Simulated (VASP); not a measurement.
Here is the system:

```xyz
2
Lattice="0.0000 2.5856 2.5856 2.5856 0.0000 2.5856 2.5856 2.5856 0.0000" Properties=species:S:1:pos:R:3 pbc="T T T"
Ge     0.0000     0.0000     0.0000
Ti     2.5856     2.5856     2.5856
```

Computed with r2SCAN meta-GGA, VASP's PBE PAW potentials (set 64) (plane waves; VASP). Settings: 400 eV cut-off, 14×14×14 Γ-centred mesh, tetrahedra with Blöchl corrections, potentials Ge_d Ti_sv.

Task: Predict the energy per atom (σ→0), band gap (over mesh and band path) with the smallest direct gap where there is one.

Result: 
The band gap (over mesh and band path) is none (metal, semimetal or under 0.01 eV). The energy per atom (σ→0) is -13.961 eV/atom.

Only differences to runs with the same potentials and settings are physical.

The structure was generated: TiGe was put into the rocksalt type (Fm-3m), which need not be its known phase. It was relaxed first, which changed the volume by -22 %.
